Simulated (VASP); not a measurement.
An input for Quantum ESPRESSO's pw.x (written as the equivalent of a VASP run, and not itself run):

```
&CONTROL
  calculation = 'scf'
  pseudo_dir = './pseudo'
  outdir = './out'
  tprnfor = .true.
  tstress = .true.
/
&SYSTEM
  ibrav = 0
  nat = 8
  ntyp = 3
  ecutwfc = 84
  occupations = 'smearing'
  smearing = 'fermi-dirac'
  degauss = 0.00147
  input_dft = 'pbesol'
/
&ELECTRONS
  conv_thr = 7.3e-08
  electron_maxstep = 100
/
ATOMIC_SPECIES
  Zn 65.380 Zn.upf
  Ge 72.630 Ge.upf
  P 30.974 P.upf
CELL_PARAMETERS angstrom
    -2.7416490    2.7416490    5.4050010
     2.7416490   -2.7416490    5.4050010
     2.7416490    2.7416490   -5.4050010
ATOMIC_POSITIONS crystal
  Zn   0.7500000  0.2500000  0.5000000
  Zn   0.0000000  0.0000000  0.0000000
  Ge   0.2500000  0.7500000  0.5000000
  Ge   0.5000000  0.5000000  0.0000000
  P    0.1295600  0.6250000  0.0045600
  P    0.3750000  0.3795600  0.5045600
  P    0.6204400  0.1250000  0.9954400
  P    0.8750000  0.8704400  0.4954400
K_POINTS automatic
  6 6 6 0 0 0
```

Question: Write the VASP files for the same calculation (PBEsol).

Answer: This is not unique; one that fits is 
INCAR:
```
SYSTEM  =  ZnGeP2
ISMEAR  =  -1
LASPH  =  .TRUE.   # aspherical one-centre terms
EDIFF  =  1E-6   # SCF stop (eV)
PREC  =  Accurate
SIGMA  =  0.02   # width (eV)
LCHARG  =  .FALSE.
LREAL  =  .FALSE.
LMAXMIX  =  4   # l cut-off of mixed one-centre charges
ISIF  =  2   # forces and stress, cell fixed
LWAVE  =  .FALSE.
ENCUT  =  300
ALGO  =  Normal
NELM  =  100
GGA  =  PS   # PBEsol
```

KPOINTS:
```
K-points
0
gamma
 6 6 6
```

### POSCAR
```
ZnGeP2
1
   -2.7416490000     2.7416490000     5.4050010000
    2.7416490000    -2.7416490000     5.4050010000
    2.7416490000     2.7416490000    -5.4050010000
Zn Ge P
2 2 4
Direct
  0.7500000000   0.2500000000   0.5000000000
  0.0000000000   0.0000000000   0.0000000000
  0.2500000000   0.7500000000   0.5000000000
  0.5000000000   0.5000000000   0.0000000000
  0.1295600000   0.6250000000   0.0045600000
  0.3750000000   0.3795600000   0.5045600000
  0.6204400000   0.1250000000   0.9954400000
  0.8750000000   0.8704400000   0.4954400000
```

POTCAR, in this order: Zn Ge_d P (PBE.64 set). Program: vasp_std.

Limits of the translation: the potentials are each code's own (VASP's PAW set, PseudoDojo norm-conserving files in pw.x), so ENCUT and ecutwfc are chosen apart and not converted; conv_thr bounds pw.x's estimated SCF error, while EDIFF bounds the energy change between steps.

The structure comes from a computed database's ZnGeP2 entry; how it stands against other phases isn't given here. The cell was not relaxed at this level.
